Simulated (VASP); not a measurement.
Energy against volume of BaF$_{2}$ (fluorite). These are PBE GGA with D4 dispersion, VASP's PBE PAW potentials (set 64) (plane waves; VASP 6.6.1) values and carry that method's errors. Run with 520 eV cut-off, 6×6×6 Γ-centred mesh, Gaussian smearing of 0.050 eV, potentials Ba_sv F.

```json
[
 {"V (Å³/atom)": "19.761", "E (eV/atom)": "-5.81877"},
 {"V (Å³/atom)": "20.372", "E (eV/atom)": "-5.82260"},
 {"V (Å³/atom)": "20.983", "E (eV/atom)": "-5.81998"},
 {"V (Å³/atom)": "21.594", "E (eV/atom)": "-5.81196"}
]
```

Question: Fit these four points and predict the energy of the run at 19.149 Å³/atom.

Answer: A cubic in V^(−2/3), the third-order Birch-Murnaghan form, passes through the four points with V0 = 20.41 Å³/atom and B0 = 56 GPa, and gives -5.8072 eV/atom there. The run gave -5.8074 eV/atom, -0.1 meV/atom from the fit; all five points give B0 = 55 GPa.

The compound is BaF2 in the fluorite structure. It was relaxed first.
